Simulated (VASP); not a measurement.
Given:

```
CELL_PARAMETERS angstrom
      5.32440     2.66220     2.66220
      2.66220     5.32440     2.66220
      2.66220     2.66220     5.32440
ATOMIC_POSITIONS crystal
  Mn 0.00000 0.00000 0.00000
  Mn 0.50000 0.50000 0.50000
  S  0.25000 0.25000 0.25000
  S  0.75000 0.75000 0.75000
```
Starting moments (μB, in the order of the record's atoms Mn Mn S S): 5.0 -5.0 0.0 0.0.

Computed with PBE GGA, VASP's PBE PAW potentials (set 64) (plane waves; VASP). Numerical set-up: 400 eV cut-off, 6×6×6 Γ-centred mesh, Gaussian smearing of 0.050 eV, potentials Mn_pv S.

Question: Give the stress tensor in GPa (positive for a compressed cell).

Answer: 
```
-7.41  -0.20  -0.20
-0.20  -7.41  -0.20
-0.20  -0.20  -7.41
```
The pressure is its mean diagonal, -7.41 GPa.

The compound is MnS in the rock salt, AFM-II order structure. The cell was not relaxed at this level.
